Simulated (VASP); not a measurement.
# Ta(100), as cut: electronic structure, part 2 of 2

Aim: model Ta(100) by a slab and find how far its highest filled level lies below the vacuum.

VASP 6.6.1; PBE; plane waves and PAW (Ta).

So far: The starting structure; Potential and states of the slab.

### 2. Potential and states of the slab (continued)

The density of states has structure finer than the step of the table below, so its rows give means over 0.5 eV, whole bins alone (the curve runs from -8.65 to 6.28 eV). Peaks (eV: height): total -1.33: 11.6, -0.66: 11.6, 0.41: 10.9, 4.33: 10.4; Ta s -3.87: 1.66, 4.63: 0.351; Ta p -3.00: 0.864, -0.63: 1.79, 2.03: 0.969; Ta d -1.36: 9.66, 0.41: 8.57, 2.03: 5.52, 4.33: 9.06.

Density of states against energy, zero at the Fermi level; means over each step; values in states/eV/cell:

```csv
energy (eV),total,Ta s,Ta p,Ta d
-8.0,0.0181,0.0149,3.1e-4,0
-7.5,0.221,0.181,0.00755,2.8e-4
-7.0,0.404,0.317,0.0261,0.00350
-6.5,0.678,0.504,0.0638,0.0143
-6.0,0.705,0.500,0.0842,0.0295
-5.5,1.12,0.735,0.164,0.0813
-5.0,1.44,0.851,0.217,0.198
-4.5,2.46,1.19,0.333,0.744
-4.0,4.22,1.57,0.454,1.88
-3.5,5.36,1.41,0.537,2.98
-3.0,7.46,1.27,0.789,4.75
-2.5,5.03,0.577,0.549,3.49
-2.0,5.69,0.193,0.637,4.40
-1.5,10.3,0.106,1.17,8.57
-1.0,10.6,0.165,1.45,8.29
-0.5,10.3,0.199,1.67,7.57
0.0,7.85,0.164,1.29,5.62
0.5,9.86,0.178,1.02,7.57
1.0,5.58,0.0870,0.756,3.84
1.5,4.75,0.124,0.692,3.04
2.0,7.32,0.199,0.862,5.05
2.5,5.68,0.138,0.435,4.51
3.0,6.38,0.122,0.325,5.49
3.5,7.78,0.148,0.299,6.71
4.0,8.82,0.169,0.248,7.53
4.5,10.0,0.304,0.279,8.75
5.0,3.78,0.154,0.154,3.31
5.5,0.182,0.00647,0.0128,0.148
6.0,0.00125,2.2e-6,2.8e-5,8.1e-4
```

The planar average of the electrostatic potential oscillates, so the rows of the table below give means over windows of 1.63 Å about each position, cut where the curve ends. Its maxima inside the range that stand out by 2 % of the span (Å: eV): 9.9: -5.38, 11.5: -5.41, 13.2: -5.34, 14.8: -5.34, 16.4: -5.41, 18.0: -5.38. Its minima: 9.1: -6.70, 10.7: -6.35, 12.3: -6.24, 14.0: -6.18, 15.6: -6.24, 17.2: -6.35, 18.9: -6.70.

Zero at the Fermi level. Table of planar average of the electrostatic potential by height; means over each step:

```csv
height (Å),planar average of the electrostatic potential (eV)
0.81,4.01
2.44,4.01
4.07,4.00
5.71,3.94
7.33,2.12
8.96,-5.49
10.59,-5.82
12.22,-5.77
13.85,-5.71
15.48,-5.76
17.11,-5.83
18.75,-5.83
20.38,1.23
22.00,3.90
23.64,4.00
25.27,4.01
26.89,4.01
```

Density of states in the PAW spheres, an atom over height of the layer and energy from the Fermi level.

Ten even steps from '0' (0.00 states/eV) to '9' (2.37 states/eV), each cell a mean:
```
9434349
4334334
4456544
5566655
5576755
5655565
4422244
2322232
2333332
3433343
2332332
1222221
1122211
0111110
0000000
0000000
0000000
0000000
0000000
0000000
0000000
0000000
```
Columns: height of the layer (Å) from 9 to 18.9; rows upwards: energy from the Fermi level (eV) from -7.9 to 0.5.

Force by atom:

```csv
atom,x (eV/Å),y (eV/Å),z (eV/Å),size
Ta1,0.00,0.00,1.36,1.36
Ta2,0.00,0.00,-1.16,1.16
Ta3,0.00,0.00,-0.35,0.35
Ta4,0.00,0.00,0.00,0.00
Ta5,0.00,0.00,0.35,0.35
Ta6,0.00,0.00,1.16,1.16
Ta7,0.00,0.00,-1.36,1.36
```

ELF in the ca plane at fractional y = 0.000, with atoms of Ta within 0.2 Å of it. It is the smooth field of the valence electrons, not physical close to the nuclei.

Values, 5 rows by 16 columns, each cell a mean:
```
0.08 0.05 0.42 0.25 0.02 0.22 0.42 0.06 0.09 0.44 0.19 0.03 0.16 0.14 0.04 0.01
0.18 0.35 0.53 0.47 0.22 0.45 0.54 0.29 0.33 0.53 0.47 0.22 0.20 0.15 0.04 0.03
0.29 0.55 0.52 0.53 0.41 0.54 0.53 0.46 0.49 0.49 0.60 0.39 0.26 0.16 0.04 0.02
0.13 0.21 0.51 0.40 0.12 0.38 0.52 0.18 0.23 0.53 0.36 0.12 0.18 0.14 0.04 0.09
0.07 0.02 0.37 0.18 0.01 0.16 0.36 0.03 0.05 0.39 0.14 0.01 0.16 0.14 0.04 0.01
```
Columns run along c (16.0 Å, from fractional 0.28 to 0.86 of the cell), rows up along a (3.3 Å). Atoms in or near the plane, at fractional coordinates: Ta at (0.32, 0.00), Ta at (0.44, 0.00), Ta at (0.56, 0.00), Ta at (0.68, 0.00).

Valence density in the ca plane at fractional y = 0.000, with atoms of Ta within 0.2 Å of it. It is the smooth field of the valence electrons, not physical close to the nuclei.

Values in e/Å³, 5 rows by 16 columns, each cell a mean:
```
0.28 0.35 0.28 0.26 0.36 0.30 0.23 0.34 0.34 0.23 0.31 0.40 0.13 0.01 0.00 0.00
0.13 0.28 0.25 0.24 0.26 0.25 0.23 0.26 0.26 0.23 0.27 0.23 0.07 0.01 0.00 0.00
0.10 0.22 0.23 0.22 0.22 0.23 0.22 0.23 0.23 0.22 0.24 0.18 0.06 0.01 0.00 0.00
0.16 0.31 0.26 0.25 0.30 0.27 0.24 0.29 0.29 0.23 0.29 0.28 0.08 0.01 0.00 0.00
0.32 0.35 0.29 0.25 0.37 0.29 0.23 0.34 0.34 0.23 0.30 0.42 0.15 0.01 0.00 0.00
```
Columns run along c (16.0 Å, from fractional 0.28 to 0.86 of the cell), rows up along a (3.3 Å). Atoms in or near the plane, at fractional coordinates: Ta at (0.32, 0.00), Ta at (0.44, 0.00), Ta at (0.56, 0.00), Ta at (0.68, 0.00).

Electrostatic potential energy in the ca plane at fractional y = 0.000, with atoms of Ta within 0.2 Å of it. With pseudopotentials it is smooth inside the atoms' cores, unlike the true potential.

Ten even steps from '0' (-26 eV) to '9' (4 eV), each cell a mean:
```
53000268974100258974100258984100146899999999
74222479985322468986322468986322357899999999
87555789987655789998655689998655678999999999
98888899999888899999888899999888889999999999
98888999999988999999988999999988899999999999
87767889998777889998777789998766789999999999
75434589986434579987534578987533468999999999
63101368974201368975211358985200247899999999
52000258863000258974100147974100136899999999
```
Columns run along c (16.0 Å, from fractional 0.28 to 0.86 of the cell; values clipped at the 3rd and 97th percentile), rows up along a (3.3 Å). Atoms in or near the plane, at fractional coordinates: Ta at (0.32, 0.00), Ta at (0.44, 0.00), Ta at (0.56, 0.00), Ta at (0.68, 0.00).

Only the dipole across the slab is computed (IDIPOL = 3); zeros along the plane are no results.

The density of states holds every band computed, so its fall toward the upper end of the range is no gap.

The map of layer states is cut here 0.5 eV above the Fermi level, so it leaves out the states above that.

The vacuum level lies 4.00 eV above the Fermi level at the upper face; both faces agree, as the slab has next to no dipole.

The program found no field-free point at its default tolerance, but its printed level agrees with the flat part of the planar average.

On this mesh the fine structure of the density of states is sampling noise, and high empty states may be cut by the number of bands.

### 3. Putting the energies together

This step: slab, PBE; plane waves and PAW (VASP 6.6.1).

This step runs nothing: it gathers the runs above.

### 4. Outcome

- work function of the slab: 4.00 eV

In words: The work function is 4.00 eV at both faces. Spin-orbit coupling is left out, which matters for the heavy elements here. No atom was relaxed. The cell in the plane was kept as given and was not relaxed here.

[Lines on the potential files, build, host, timing and source positions are cut from VASP's logs without a mark.]

[Logs are printed without paths, hosts, clocks, repeated set-up lines and the standing remarks that a program may print on its own settings, such as how far it seeks lower states.]

[Hosts, paths, dates, database ids (printed as entryN), source tags and the programs' standing remarks are cut or masked in the printed files.]

[In band tables of VASP the shares of atoms and orbitals are scaled to a sum of 1 inside the atoms' spheres.]

[Runs that stopped without an error message from VASP are left out.]
